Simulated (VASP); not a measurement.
OSZICAR of a VASP run on AuAl$_{2}$ (fluorite):

OSZICAR:
```
       N       E                     dE             d eps       ncg     rms          rms(c)
DAV:   1     0.452624779450E+02    0.45262E+02   -0.59264E+03   744   0.925E+02
DAV:   2    -0.116972436113E+02   -0.56960E+02   -0.52164E+02   804   0.173E+02
DAV:   3    -0.131894998539E+02   -0.14923E+01   -0.14719E+01   896   0.273E+01
DAV:   4    -0.132025802200E+02   -0.13080E-01   -0.13073E-01   812   0.296E+00
DAV:   5    -0.132027739430E+02   -0.19372E-03   -0.19369E-03   896   0.394E-01    0.847E+00
RMM:   6    -0.120906311545E+02    0.11121E+01   -0.58991E+00   701   0.185E+01    0.361E+00
RMM:   7    -0.120340067003E+02    0.56624E-01   -0.26577E-01   733   0.396E+00    0.191E+00
RMM:   8    -0.120104517029E+02    0.23555E-01   -0.59059E-02   728   0.180E+00    0.299E-01
RMM:   9    -0.120089695832E+02    0.14821E-02   -0.13947E-02   772   0.953E-01    0.234E-01
RMM:  10    -0.120093359780E+02   -0.36639E-03   -0.21418E-03   799   0.352E-01    0.127E-01
RMM:  11    -0.120093924994E+02   -0.56521E-04   -0.15675E-03   756   0.272E-01    0.524E-02
RMM:  12    -0.120093299974E+02    0.62502E-04   -0.26899E-04   770   0.132E-01    0.134E-02
RMM:  13    -0.120093315902E+02   -0.15928E-05   -0.49993E-05   824   0.548E-02    0.685E-03
RMM:  14    -0.120093312224E+02    0.36774E-06   -0.96334E-06   734   0.241E-02
   1 F= -.12009331E+02 E0= -.12008361E+02  d E =-.291136E-02
```

### Question
Which electronic solver shows in the log?

### Answer
It is blocked Davidson (ALGO = Normal, or the opening steps of other solvers) and then RMM-DIIS (ALGO = Fast or VeryFast). The INCAR had ALGO = Fast.

### Question
Can the final energy be trusted as converged?

### Answer
Self-consistency was reached. It stopped with EDIFF = 1E-6, NELM = 100 (PBE GGA, plane waves, VASP's PBE PAW potentials (set 64)).

The compound is AuAl2 in the fluorite structure. The cell was not relaxed at this level. The run is one of a series of settings (ALGO = Fast against the base run), some of them coarse on purpose. The electron count is odd and the run is not spin-polarised, which forces a metal.
